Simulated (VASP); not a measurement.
Crystal: Be3CdO4.

```
Be Cd O
1.0
     4.28000    0.00000    0.00000
     0.00000    4.28000    0.00000
     0.00000    0.00000    4.28000
Be Cd O
3 1 4
Direct
  0.50000 0.50000 0.00000
  0.50000 0.00000 0.50000
  0.00000 0.50000 0.50000
  0.00000 0.00000 0.00000
  0.72000 0.28000 0.72000
  0.72000 0.72000 0.28000
  0.28000 0.28000 0.28000
  0.28000 0.72000 0.72000
```

The cell was built by a generator and needn't be a form met in nature.

| Property | Result |
| --- | --- |
| Program | VASP 6.6.1 |
| Task | relaxation of cell and atoms |
| Functional | PBE |
| Potentials or basis | VASP PAW PBE potentials, release 64 (Be, Cd, O) |
| Cutoff | 520 eV |
| k mesh | 3 × 3 × 3 |
| Occupations | gaussian, width 0.15 eV |
| Spin | no spin polarisation |

At the start: pressure -7.2 GPa; volume 9.80 Å³/atom.

Question: Where does the relaxation end?

Answer: Over 3 steps the energy falls by 26.6 meV/atom and the volume is 9.25 Å³/atom (-5.6 %); space group P-43m (No. 215, to 0.05 Å).

Step by step:
| step | energy change (eV) | largest force (eV/Å) | pressure (GPa) | volume (Å³) |
| --- | --- | --- | --- | --- |
| 1 | 0.0000 | 1.1211 | -7.16 | 78.40 |
| 2 | -0.2099 | 0.1685 | 0.52 | 73.54 |
| 3 | -0.2129 | 0.0361 | 0.08 | 74.00 |

Final structure:
```
Be Cd O
1.0
     4.19827    0.00000    0.00000
     0.00000    4.19827    0.00000
     0.00000    0.00000    4.19827
Be Cd O
3 1 4
Direct
  0.50000 0.50000 0.00000
  0.50000 0.00000 0.50000
  0.00000 0.50000 0.50000
  0.00000 0.00000 0.00000
  0.71342 0.28658 0.71342
  0.71342 0.71342 0.28658
  0.28658 0.28658 0.28658
  0.28658 0.71342 0.71342
```

Caveat: the k mesh is coarse (spacing up to 0.49 Å⁻¹), so the values aren't converged.
